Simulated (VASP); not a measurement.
Data:

```
Ga4ScV2
1.0
   -3.22716     3.22716     2.57442
    3.22716    -3.22716     2.57442
    3.22716     3.22716    -2.57442
Sc V Ga
1 2 4
Direct
  0.00000   0.00000   0.00000
  0.75000   0.25000   0.50000
  0.25000   0.75000   0.50000
  0.30087   0.30087   0.60174
  0.69913   0.69913   0.39826
  0.30087   0.69913   0.00000
  0.69913   0.30087   0.00000
```

Method: LDA (Ceperley-Alder, Perdew-Zunger), VASP's LDA PAW potentials (set 64) (plane waves; VASP 6.6.1). Run with 300 eV cut-off, 5×5×5 Γ-centred mesh, Gaussian smearing of 0.050 eV, potentials Sc_sv V_sv Ga_d.

At this cut-off the stress carries a Pulay error, which pulls relaxed volumes low.

Problem. Estimate the energy per atom (σ→0), pressure, largest force, band gap (on the k-mesh) with the smallest direct gap where there is one.

Solution. 
The band gap (on the k-mesh) is none (metal, semimetal or under 0.01 eV), the energy per atom (σ→0) comes out as -610.8 kJ/mol of atoms and the pressure is -6.50 GPa. The largest force is 0.00170 Ha/bohr.

Total energies compare only between runs with the same potentials, cut-off and functional.

The structure comes from a computed database's Ga4ScV2 entry (I4/mmm); how it stands against other phases isn't given here. The cell was not relaxed at this level. The k-mesh is coarse (spacing up to 0.31 per Å, 2π included), so the numbers may not be converged in it. The run is not spin-polarised, so no magnetic state was tried. The electron count is odd and the run is not spin-polarised, which forces a metal.
